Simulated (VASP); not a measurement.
Consider the following.

```yaml
crystal:
  lattice:
    - [0.00000, 3.31244, 3.31244]
    - [3.31244, 0.00000, 3.31244]
    - [3.31244, 3.31244, 0.00000]
  atoms:
    - { symbol: Cd, position: [0.00000, 0.00000, 0.00000] }
    - { symbol: Te, position: [0.25000, 0.25000, 0.25000] }
```

All values below come from PBE GGA, VASP's PBE PAW potentials (set 64) (plane waves; VASP). Run with 520 eV cut-off, 6×6×6 Γ-centred mesh, Gaussian smearing of 0.050 eV, potentials Cd Te.

Unless said otherwise, spin-orbit coupling is left out, though it shifts the bands of the heavy elements here.

Problem. Estimate the energy per atom (σ→0), band gap (on the k-mesh) with the smallest direct gap where there is one.

Solution. 
The band gap (on the k-mesh) is 0.57 eV. The smallest direct gap (on the k-mesh) is 0.57 eV and the energy per atom (σ→0) comes out as -2404 meV/atom.

The absolute energy has meaning only against runs of the same code, potentials and settings.

The compound is CdTe in the zinc blende structure. It was relaxed first, which changed the volume by +7 %.
